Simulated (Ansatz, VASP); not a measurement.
# HfSi2P4 (HfSi2P4 bilayer, AB) in two plane-wave programs, part 3 of 3

Aim: how closely do two programs agree when they are given the same cell, functional and k mesh? Of the first pair: The structure shown is the start of the Ansatz relaxation below; VASP solves that cell, so the two are compared at the walk's first step.

VASP 6.6.1 and Ansatz 0.2.0.

So far: Set-up; Ansatz: relaxation, PBE with D3(BJ); VASP: single point, PBE with D3(BJ), start cell, pair 1; Differences.

### 6. VASP: single point, PBE with D3(BJ), relaxed cell, pair 2

Level of this step: PBE with D3(BJ); plane waves and PAW (P, Si, Hf_pv) (VASP).

The same cell, functional, mesh and smearing now go to VASP, with its own data sets.

File INCAR:

```
SYSTEM = HfSi2P4
PREC = Accurate
ENCUT = 400
EDIFF = 1E-06
NELM = 120
ISMEAR = -1
SIGMA = 0.05
LREAL = .FALSE.
ALGO = Normal
GGA = PE
IVDW = 12
NBANDS = 52
LASPH = .TRUE.
LORBIT = 11
LWAVE = .FALSE.
LCHARG = .FALSE.
ISIF = 2
LDIPOL = .TRUE.
IDIPOL = 3
DIPOL = 0.5 0.5 0.5
LVHAR = .TRUE.
GGA_COMPAT = .FALSE.
NELMDL = -8
KPAR = 4
```

File POSCAR:

```
HfSi2P4
1.0
    3.5866492955      0.0000000000      0.0000000000
   -1.7933246478      3.1061294044      0.0000000000
    0.0000000000      0.0000000000     72.9750581169
P Si Hf
8 4 2
Direct
    0.0000000000      0.0000000000      0.3507027510
    0.3333333333      0.6666666667      0.3946713832
    0.3333333333      0.6666666667      0.4364961092
    0.0000000000      0.0000000000      0.4803820587
    0.3333333333      0.6666666667      0.5195909416
    0.6666666667      0.3333333333      0.5634987714
    0.6666666667      0.3333333333      0.6053474907
    0.3333333333      0.6666666667      0.6493136872
    0.3333333333      0.6666666667      0.3641217570
    0.3333333333      0.6666666667      0.4669849861
    0.6666666667      0.3333333333      0.5329546781
    0.6666666667      0.3333333333      0.6358938006
    0.0000000000      0.0000000000      0.4156195420
    0.3333333333      0.6666666667      0.5844220432
```

File KPOINTS:

```
Automatic mesh
0
Gamma
12 12 1
0 0 0
```

PAW data sets: P, Si and Hf_pv (PBE family, release 64).

Started as:

```console
> mpirun -np 4 vasp_std
```

Numbers of over 12 decimals in the logs are rounded to 6 here.

Output:

```text
[banner, memory and clock lines left out]
running    4 mpi-ranks, on    1 nodes
[...]
LDA part: xc-table for (Slater+PW92), standard interpolation
 [... a notice as in an earlier step ...]

 POSCAR, INCAR and KPOINTS ok, starting setup
[...]
entering main loop
       N       E                     dE             d eps       ncg     rms          rms(c)
DAV:   1     0.412113335324E+03    0.41211E+03   -0.26192E+04  2296   0.894E+02
DAV:   2    -0.458988996093E+02   -0.45801E+03   -0.44528E+03  2664   0.209E+02
DAV:   3    -0.915048609246E+02   -0.45606E+02   -0.44951E+02  2404   0.626E+01
DAV:   4    -0.931865144500E+02   -0.16817E+01   -0.16734E+01  2904   0.131E+01
[...]
DAV:  43    -0.895702968160E+02   -0.90320E-04   -0.14944E-05  2376   0.120E-02    0.507E-01
DAV:  44    -0.895702937739E+02    0.30420E-05   -0.16840E-06  1960   0.423E-03    0.507E-01
DAV:  45    -0.895702937139E+02    0.60013E-07   -0.12804E-07  1216   0.130E-03
   1 F= -.94371529E+02 E0= -.94363246E+02  d E =-.165660E-01
```

Parts of OUTCAR (step 6):

```text
 Edisp (eV)   -4.80124

  Total      -0.09166    -0.09166    -1.19458     0.00000     0.00000     0.00000
  in kB      -0.18065    -0.18065    -2.35420     0.00000     0.00000     0.00000
  external pressure =       -0.91 kB  Pullay stress =        0.00 kB

 POSITION                                       TOTAL-FORCE (eV/Angst)
 -----------------------------------------------------------------------------------
      0.00000      0.00000     25.59255         0.000000      0.000000      0.049285
     -0.00000      2.07075     28.80117         0.000000      0.000000      0.029143
     -0.00000      2.07075     31.85333         0.000000     -0.000000      0.098743
      0.00000      0.00000     35.05591        -0.000000     -0.000000     -0.005502
     -0.00000      2.07075     37.91718         0.000000     -0.000000      0.025340
      1.79332      1.03538     41.12136         0.000000     -0.000000      0.077523
      1.79332      1.03538     44.17527         0.000000     -0.000000      0.058050
     -0.00000      2.07075     47.38370        -0.000000      0.000000      0.020276
     -0.00000      2.07075     26.57181        -0.000000     -0.000000     -0.086438
     -0.00000      2.07075     34.07826         0.000000      0.000000     -0.038091
      1.79332      1.03538     38.89240        -0.000000     -0.000000     -0.010782
      1.79332      1.03538     46.40439        -0.000000     -0.000000     -0.115986
      0.00000      0.00000     30.32986        -0.000000     -0.000000     -0.049604
     -0.00000      2.07075     42.64823        -0.000000      0.000000     -0.051956
 -----------------------------------------------------------------------------------
    total drift:                               -0.000000     -0.000000      0.019874

  FREE ENERGIE OF THE ION-ELECTRON SYSTEM (eV)
  ---------------------------------------------------
  free  energy   TOTEN  =       -94.3715294238 eV

  energy  without entropy=      -94.3549634639  energy(sigma->0) =      -94.36324644

[... 1 part as in an earlier step ...]

[... 2 further parts left out ...]
[key lines of the parts left out:]
E-fermi :  -1.7341
```

### 7. Differences

What differs besides the data sets and the points named for the pairs above, as far as they apply: the data sets hold 108 valence electrons in Ansatz (on its default PAW (the set named soft_2) files) and 76 in VASP. Total energies have different zeros and are not compared.

Forces on 7 of the 14 atoms, those with the largest forces and the largest differences (eV/Å; atoms numbered as in POSCAR):

| atom | Ansatz x, y, z | VASP x, y, z |
| --- | --- | --- |
| P3 | 0.000, 0.000, 0.000 | 0.000, 0.000, 0.099 |
| P6 | 0.000, 0.000, 0.000 | 0.000, 0.000, 0.078 |
| P7 | 0.000, 0.000, 0.000 | 0.000, 0.000, 0.058 |
| Si9 | 0.000, 0.000, 0.001 | 0.000, 0.000, -0.086 |
| Si12 | 0.000, 0.000, 0.000 | 0.000, 0.000, -0.116 |
| Hf13 | 0.000, 0.000, -0.001 | 0.000, 0.000, -0.050 |
| Hf14 | 0.000, 0.000, 0.000 | 0.000, 0.000, -0.052 |

The forces differ by 35 meV/Å r.m.s., where the r.m.s. force is 0.000 eV/Å in Ansatz and 0.035 eV/Å in VASP: the atoms lie near their places of rest in Ansatz, so a percentage would say little (all taken over all components). VASP's last cycles still show a density residual of 5e-02, so its state may not be settled. With vacuum in the cell, a pressure given here is an average over mostly empty space and none of the material.

### 8. What came out

| Quantity | Value |
| --- | --- |
| r.m.s. force difference (single point, PBE with D3(BJ), start cell, pair 1) | 0.47 % of the r.m.s. force |
| r.m.s. force difference (single point, PBE with D3(BJ), relaxed cell, pair 2) | 35 meV/Å |

What this shows: The r.m.s. force difference is 35 meV/Å (single point, PBE with D3(BJ), relaxed cell, pair 2), beyond the 12 meV/Å picked in this series as the mark of a large difference. The data sets hold unlike numbers of valence electrons (108 in Ansatz and 76 in VASP), so part of the differences comes from the potentials. What causes the difference of the single point, PBE with D3(BJ), relaxed cell, pair 2 pair stays open here. VASP runs on this material, other cells of it included, that failed, so that no pair exists: single point, PBE (not converged) and single point, PBE (timeout). Such differences can come from data sets, numerical settings and the points named under the comparisons, not from the functional's error against experiment.

[Lines on the potential files, build, host, timing and source positions are cut from VASP's logs without a mark.]

[Logs are printed without paths, hosts, clocks, repeated set-up lines and the standing remarks that a program may print on its own settings, such as how far it seeks lower states.]

[Hosts, paths, dates, database ids (printed as entryN), source tags and the programs' standing remarks are cut or masked in the printed files.]
